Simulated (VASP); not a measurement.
Wanted: the native input for a VASP 6.6.1 run.

* Task: single point
* Functional: PBE
* Potentials or basis: VASP PAW PBE potentials, release 64 (Sn_d, Ge_d, O)
* Cutoff: 520 eV
* k mesh: 6 × 3 × 4
* Occupations: gaussian, width 0.15 eV
* Spin: no spin polarisation
* Further INCAR settings: PREC = Normal; LREAL = Auto; ALGO = Fast; EDIFF = 1e-05; NBANDS = 65

The structure of Sn2GeO2 lies in POSCAR:

```
Sn2GeO2
1.0
    3.8444100000      0.0000000000      0.0000000000
    0.0000000000      7.6888200000      0.0000000000
    0.0000000000      0.0000000000      6.3553100000
Sn Ge O
4 2 4
Direct
    0.0000000000      0.0000000000      0.8031300000
    0.0000000000      0.5000000000      0.8031300000
    0.5000000000      0.2500000000      0.4207880000
    0.5000000000      0.7500000000      0.4207880000
    0.0000000000      0.0000000000      0.2307980000
    0.0000000000      0.5000000000      0.2307980000
    0.0000000000      0.2500000000      0.6543360000
    0.0000000000      0.7500000000      0.6543360000
    0.5000000000      0.0000000000      0.6543360000
    0.5000000000      0.5000000000      0.6543360000
```

The cell was built by a generator and needn't be a form met in nature.

One way to write it, as run:

INCAR

```
PREC = Normal
ENCUT = 520
EDIFF = 1E-5
ISMEAR = 0
SIGMA = 0.15
LREAL = Auto
LASPH = True
NELM = 80
ALGO = Fast
ISIF = 2
LWAVE = False
LCHARG = False
GGA = PE
NBANDS = 65
```

KPOINTS

```
Automatic mesh
0
Gamma
  6 3 4
```

Potentials or basis: VASP PAW PBE potentials, release 64 (Sn_d, Ge_d, O).

Command:

```bash
$ cat potpaw_PBE.64/Sn_d/POTCAR potpaw_PBE.64/Ge_d/POTCAR potpaw_PBE.64/O/POTCAR > POTCAR
$ mpirun -np 1 vasp_std > vasp.out
```

Results of the run:

```
Pressure               : -0.1 GPa
Largest force          : 0.037 eV/Å
Band gap on the k mesh : none (metal or under the smearing width)
```

Wall time 4 min on 1 thread of Intel(R) Xeon(R) Platinum 8259CL CPU @ 2.50GHz (Skylake/Cascade Lake), on a shared host, peak memory 0.32 GiB.
